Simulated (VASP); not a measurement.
Data:

```yaml
crystal:
  lattice:
    - [3.11945, 0.00000, 0.00000]
    - [0.00000, 3.11945, 0.00000]
    - [0.00000, 0.00000, 3.11945]
  atoms:
    - { symbol: Al, position: [0.00000, 0.00000, 0.00000] }
    - { symbol: P, position: [0.50000, 0.50000, 0.50000] }
```

The numbers are results of PBE GGA, VASP's PBE PAW potentials (set 64) (plane waves; VASP), not measurements. Numerical set-up: 400 eV cut-off, Gaussian smearing of 0.050 eV, potentials Al P.

Question: Give the energies of bands 2 to 7 at the high-symmetry points, in eV from the Fermi level.

Answer: 
```csv
band,Γ,X,M,R
2,-0.79,-8.77,-6.13,-3.81
3,-0.79,0.90,-6.13,-3.81
4,-0.79,0.90,-3.76,-3.81
5,1.01,4.09,2.35,-0.97
6,2.90,5.20,8.04,-0.97
7,2.90,5.20,8.04,-0.97
```

It has no gap at this level: it comes out as a metal or semimetal.

The structure was generated: AlP was put into the CsCl type type (Pm-3m), which need not be its known phase. It was relaxed first, which changed the volume by +17 %.
